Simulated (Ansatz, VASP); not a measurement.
# Cross-check of Hf (Hafnium) between VASP and Ansatz, part 2 of 2

Aim: how closely do two programs agree when they are given the same cell, functional and k mesh? The cell is taken from a series of runs on this material, whose earlier steps may have relaxed, scaled, displaced or heated it; both programs get it as it stands.

VASP 6.6.1 and Ansatz 0.2.0.

So far: Starting point; Ansatz: zone-centre phonons, PBEsol; VASP: zone-centre phonons, PBEsol.

## (3) VASP: zone-centre phonons, PBEsol (continued)

Level of this step: PBEsol; plane waves and PAW (Hf_pv) (VASP).

Numbers of over 12 decimals in the logs are rounded to 6 here.

From OUTCAR (step 3):

```text
ion  position               nearest neighbor table
   1  0.333  0.667  0.250-   2 3.15   2 3.15   2 3.15   2 3.15   2 3.15   2 3.15
   2  0.667  0.333  0.750-   1 3.15   1 3.15   1 3.15   1 3.15   1 3.15   1 3.15

  LATTYP: Found a hexagonal cell.
 ALAT       =     3.1352022900
 C/A-ratio  =     1.6411193945

 Subroutine GETGRP returns: Found 24 space group operations
 (whereof 12 operations were pure point group operations)

The static configuration has the point symmetry D_3d.
 The point group associated with its full space group is D_6h.

 Found    135 irreducible k-points:

   k-points           NKPTS =    135   k-points in BZ     NKDIM =    135   number of bands    NBANDS=     16

   dimension x,y,z NGX =    24 NGY =   24 NGZ =   40
   dimension x,y,z NGXF=    48 NGYF=   48 NGZF=   80

   ENCUT  =  500.0 eV  36.75 Ry    6.06 a.u.   5.72  5.72  9.38*2*pi/ulx,y,z

   NELECT =      20.0000    total number of electrons

 k-points in reciprocal lattice and weights: Automatic mesh
   0.00000000  0.00000000  0.00000000       0.001
   0.06666667  0.00000000  0.00000000       0.003
   0.13333333  0.00000000  0.00000000       0.003
   0.20000000 -0.00000000  0.00000000       0.003
   0.26666667  0.00000000  0.00000000       0.003
   0.33333333 -0.00000000  0.00000000       0.003
   0.40000000 -0.00000000  0.00000000       0.003
   0.46666667 -0.00000000  0.00000000       0.003
   0.06666667  0.06666667  0.00000000       0.003
[...]
0.33333333  0.26666667  0.50000000       0.007
   0.33333333  0.33333333  0.50000000       0.001

 average (electrostatic) potential at core
       1 -36.9533       2 -36.9533

  Total       -0.0943250     -0.0943250     -1.3818110      0.0000000      0.0000000      0.0000000
  in kB       -3.4504019     -3.4504019    -50.5465745      0.0000000      0.0000000      0.0000000
  external PRESSURE =     -19.1491261 kB  Pullay stress =       0.0000000 kB

  energy-cutoff  :      500.00
  volume of cell :       43.80
      direct lattice vectors                 reciprocal lattice vectors
     3.135202290  0.000000000  0.000000000     0.318958685  0.184150883  0.000000000
    -1.567601145  2.715164829  0.000000000     0.000000000  0.368301765  0.000000000
     0.000000000  0.000000000  5.145241284     0.000000000  0.000000000  0.194354345

 POSITION                                       TOTAL-FORCE (eV/Angst)
 -----------------------------------------------------------------------------------
      0.00000      1.81011      1.28631        -0.000000      0.000000      0.000000
      1.56760      0.90505      3.85893         0.000000     -0.000000      0.000000
 -----------------------------------------------------------------------------------
    total drift:                               -0.000001      0.000001     -0.000000

 Eigenvectors and eigenvalues of the dynamical matrix
 ----------------------------------------------------

   1 f  =    2.724178 THz    17.116515 2PiTHz   90.868797 cm-1    11.266290 meV
             X         Y         Z           dx          dy          dz
      0.000000  1.810110  1.286310    -0.000000    0.000000   -0.707107
      1.567601  0.905055  3.858931     0.000000    0.000000    0.707107

   2 f  =    2.195767 THz    13.796411 2PiTHz   73.242905 cm-1     9.080959 meV
             X         Y         Z           dx          dy          dz
      0.000000  1.810110  1.286310     0.707107    0.000000   -0.000000
      1.567601  0.905055  3.858931    -0.707107   -0.000000    0.000000

   3 f  =    2.195767 THz    13.796411 2PiTHz   73.242905 cm-1     9.080959 meV
             X         Y         Z           dx          dy          dz
      0.000000  1.810110  1.286310    -0.000000    0.707107    0.000000
      1.567601  0.905055  3.858931    -0.000000   -0.707107    0.000000

   4 f  =    0.000000 THz     0.000000 2PiTHz    0.000000 cm-1     0.000000 meV
             X         Y         Z           dx          dy          dz
      0.000000  1.810110  1.286310    -0.000000    0.707107    0.000000
      1.567601  0.905055  3.858931    -0.000000    0.707107    0.000000

   5 f  =    0.000000 THz     0.000000 2PiTHz    0.000000 cm-1     0.000000 meV
             X         Y         Z           dx          dy          dz
      0.000000  1.810110  1.286310     0.000000    0.000000    0.707107
      1.567601  0.905055  3.858931    -0.000000    0.000000    0.707107

   6 f/i=    0.000000 THz     0.000000 2PiTHz    0.000000 cm-1     0.000000 meV
             X         Y         Z           dx          dy          dz
      0.000000  1.810110  1.286310    -0.707107   -0.000000   -0.000000
      1.567601  0.905055  3.858931    -0.707107   -0.000000    0.000000

 ELASTIC MODULI CONTR FROM IONIC RELAXATION (kBar)
 Direction    XX          YY          ZZ          XY          YZ          ZX
 --------------------------------------------------------------------------------
 XX        -145.2705    145.2705      0.0000      0.0000     -0.0000      0.0000
 YY         145.2705   -145.2705     -0.0000     -0.0000     -0.0000      0.0000
 ZZ           0.0000     -0.0000     -0.0000     -0.0000     -0.0000      0.0000
 XY           0.0000     -0.0000     -0.0000   -145.2705      0.0000     -0.0000
 YZ          -0.0000     -0.0000     -0.0000      0.0000     -0.0000      0.0000
 ZX           0.0000      0.0000      0.0000     -0.0000      0.0000     -0.0000
 --------------------------------------------------------------------------------
```

Energies printed during the response cycles are not total energies of the cell. Harder data sets than Hf_pv exist (the GW ones), and pressures, volumes and forces can shift noticeably with them.

## (4) Comparison

Known differences besides the potentials themselves: the data sets hold 52 valence electrons in Ansatz (on its PAW soft_1 files) and 20 in VASP; the cutoff is 420 eV in Ansatz and 500 eV in VASP; Ansatz makes its cores anew for this functional, VASP keeps those of its PBE data sets. Total energies have different zeros and are not compared.

The two programs side by side:

| quantity | Ansatz | VASP | difference |
| --- | --- | --- | --- |
| optical mode 1 to 2 (cm⁻¹) | 73.1 | 73.2 | -0.21 % |
| optical mode 3 (cm⁻¹) | 92.9 | 90.9 | +2.28 % |

Modes are paired by rising frequency, not by their patterns, so a pair may set unlike modes beside each other; they are those without the splitting of longitudinal modes.

## (5) Summary of results

```
r.m.s. difference of the optical zone-centre modes, each program's sorted by frequency (zone-centre phonons, PBEsol) : 1.2 cm⁻¹
difference in optical mode 3 (zone-centre phonons, PBEsol)                                                           : +2.3 %
```

In words: The r.m.s. difference of the optical zone-centre modes, each program's sorted by frequency is 1.2 cm⁻¹ (zone-centre phonons, PBEsol). The data sets hold unlike numbers of valence electrons (52 in Ansatz and 20 in VASP), so part of the differences comes from the potentials. Among the rows given in per cent, the largest difference of the zone-centre phonons, PBEsol pair is in optical mode 3, +2.3 %. Such differences can come from data sets, numerical settings and the points named under the comparisons, not from the functional's error against experiment.

[Lines on the potential files, build, host, timing and source positions are cut from VASP's logs without a mark.]

[Logs are printed without paths, hosts, clocks, repeated set-up lines and the standing remarks that a program may print on its own settings, such as how far it seeks lower states.]

[Hosts, paths, dates, database ids (printed as entryN), source tags and the programs' standing remarks are cut or masked in the printed files.]
